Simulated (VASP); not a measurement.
Input for VASP

### POSCAR
```
WSb
1
    3.0924265980     0.0000000000     0.0000000000
   -1.5462132990     2.6781200559     0.0000000000
    0.0000000000     0.0000000000     9.5839753271
W Sb
2 2
Direct
  0.3333330000   0.6666670000   0.0467654045
  0.6666670000   0.3333330000   0.5467654045
  0.3333330000   0.6666670000   0.3282345955
  0.6666670000   0.3333330000   0.8282345955
```

**KPOINTS**
```
Automatic mesh
0
Gamma
13 13 4
0 0 0
```

INCAR:
```
SYSTEM = WSb
PREC = Accurate
ENCUT = 400
EDIFF = 1E-7
NELM = 100
ALGO = Normal
LREAL = .FALSE.
LASPH = .TRUE.
ISMEAR = -5
GGA = PS
LMAXMIX = 6
LWAVE = .FALSE.
LCHARG = .TRUE.
LORBIT = 11
NEDOS = 601
ISIF = 2
LEFG = .TRUE.
```

POTCAR, in this order: W_sv Sb (PBE.64 set). Program: vasp_std.

Question: Translate this PBEsol calculation to Quantum ESPRESSO's pw.x.

Answer: One equivalent input (not run):
```
&CONTROL
  calculation = 'scf'
  pseudo_dir = './pseudo'
  outdir = './out'
  tprnfor = .true.
  tstress = .true.
/
&SYSTEM
  ibrav = 0
  nat = 4
  ntyp = 2
  ecutwfc = 80
  occupations = 'tetrahedra'
  input_dft = 'pbesol'
/
&ELECTRONS
  conv_thr = 7.3e-09
  electron_maxstep = 100
/
ATOMIC_SPECIES
  W 183.840 W.upf
  Sb 121.760 Sb.upf
CELL_PARAMETERS angstrom
     3.0924266    0.0000000    0.0000000
    -1.5462133    2.6781201    0.0000000
     0.0000000    0.0000000    9.5839753
ATOMIC_POSITIONS crystal
  W    0.3333330  0.6666670  0.0467654
  W    0.6666670  0.3333330  0.5467654
  Sb   0.3333330  0.6666670  0.3282346
  Sb   0.6666670  0.3333330  0.8282346
K_POINTS automatic
  13 13 4 0 0 0
```
Limits of the translation: the potentials are each code's own (VASP's PAW set, PseudoDojo norm-conserving files in pw.x), so ENCUT and ecutwfc are chosen apart and not converted; conv_thr bounds pw.x's estimated SCF error, while EDIFF bounds the energy change between steps; the field gradients of LEFG aren't asked of the other code.

The structure was generated: WSb was put into the wurtzite type (P6_3mc), which need not be its known phase. It was relaxed first, which changed the volume by -53 %.
